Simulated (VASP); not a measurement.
```xyz
5
Lattice="3.9750 0.0000 0.0000 0.0000 3.9750 0.0000 0.0000 0.0000 3.9750" Properties=species:S:1:pos:R:3 pbc="T T T"
Ba     0.0000     0.0000     0.0000
Ti     1.9875     1.9875     1.9875
O      1.9875     0.0000     1.9875
O      0.0000     1.9875     1.9875
O      1.9875     1.9875     0.0000
```

Method: PBE GGA with D3 dispersion (zero damping), VASP's PBE PAW potentials (set 64) (plane waves; VASP). Numerical set-up: 520 eV cut-off, 6×6×6 Γ-centred mesh, Gaussian smearing of 0.050 eV, potentials Ba_sv Ti_sv O.

Unless said otherwise, spin-orbit coupling is left out, though it shifts the bands of the heavy elements here.

Q: Estimate the energy per atom (σ→0), pressure, band gap (on the k-mesh) with the smallest direct gap where there is one.

A: 
| Property | Result |
|---|---|
| band gap (on the k-mesh) | 1.78 eV |
| smallest direct gap (on the k-mesh) | 1.91 eV |
| energy per atom (σ→0) | -8.163 eV/atom |
| pressure | 5.30 GPa |

The absolute energy has meaning only against runs of the same code, potentials and settings.

The compound is BaTiO3 in the cubic perovskite structure, the ideal cubic form; the compound distorts at low or room temperature. This cell is one point of a volume scan, at 0.97 of the reference volume.
